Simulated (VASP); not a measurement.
# WC (relaxed from the rocksalt structure, space group Fm-3m): computed properties

These are r2SCAN meta-GGA, VASP's PBE PAW potentials (set 64) (plane waves; VASP) values and carry that method's errors.

```json
{
  "space_group": "Fm-3m (225)",
  "cell": "a = b = c = 4.3703 Å, α = β = γ = 90.00°",
  "volume_per_atom": "10.43 Å³/atom",
  "band gap (over mesh and band path)": "none (metal, semimetal or under 0.01 eV)",
  "band_gap_with_spin_orbit_coupling": "none (metallic)",
  "density": "15.59 g/cm³"
}
```

Space group Fm-3m (No. 225); a = 4.370 Å, b = 4.370 Å, c = 4.370 Å, α = 90.00°, β = 90.00°, γ = 90.00°

| atom | site | symmetry | x | y | z |
|---|---|---|---|---|---|
| C | 4a | m-3m | 0.0000 | 0.0000 | 0.0000 |
| W | 4b | m-3m | 0.5000 | 0.5000 | 0.5000 |
(The calculation used a cell of 2 atoms; values per cell refer to that cell.)

Unless said otherwise, spin-orbit coupling is left out, though it shifts the bands of the heavy elements here.

The structure was generated: WC was put into the rocksalt type (Fm-3m), which need not be its known phase. It was relaxed first, which changed the volume by -13 %. Symmetry was kept, so distortions that lower it aren't found.
